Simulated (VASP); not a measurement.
Input:

```
LiF
1.0
    0.00000     2.02774     2.02774
    2.02774     0.00000     2.02774
    2.02774     2.02774     0.00000
Li F
1 1
Direct
  0.00000   0.00000   0.00000
  0.50000   0.50000   0.50000
```

Computed with PBE GGA, VASP's PBE PAW potentials (set 64) (plane waves; VASP). Run with 520 eV cut-off, 12×12×12 Γ-centred mesh, tetrahedra with Blöchl corrections, potentials Li_sv F.

Task: Tabulate the total density of states (states/eV per cell) against energy (eV; zero at the valence-band maximum or, without a gap, the Fermi level).

Result: 
(E (eV), DOS (states/eV)): (-9.93, 0.00); (-9.45, 0.00); (-8.85, 0.00); (-8.37, 0.00); (-7.89, 0.00); (-7.41, 0.00); (-6.81, 0.00); (-6.33, 0.00); (-5.85, 0.00); (-5.37, 0.00); (-4.77, 0.00); (-4.29, 0.00); (-3.81, 0.00); (-3.33, 0.00); (-2.73, 0.36); (-2.25, 3.11); (-1.77, 1.23); (-1.29, 1.67); (-0.69, 3.69); (-0.21, 3.24); (0.27, 0.00); (0.75, 0.00); (1.35, 0.00); (1.83, 0.00); (2.31, 0.00); (2.79, 0.00); (3.39, 0.00); (3.87, 0.00); (4.35, 0.00); (4.83, 0.00); (5.43, 0.00); (5.91, 0.00); (6.39, 0.00); (6.87, 0.00); (7.47, 0.00); (7.95, 0.00); (8.43, 0.00); (8.91, 0.00); (9.51, 0.09); (9.99, 0.15)
Within 2 eV below the valence-band maximum the largest weight inside VASP's projection spheres is F p.

The compound is LiF in the rock salt structure. It was relaxed first.
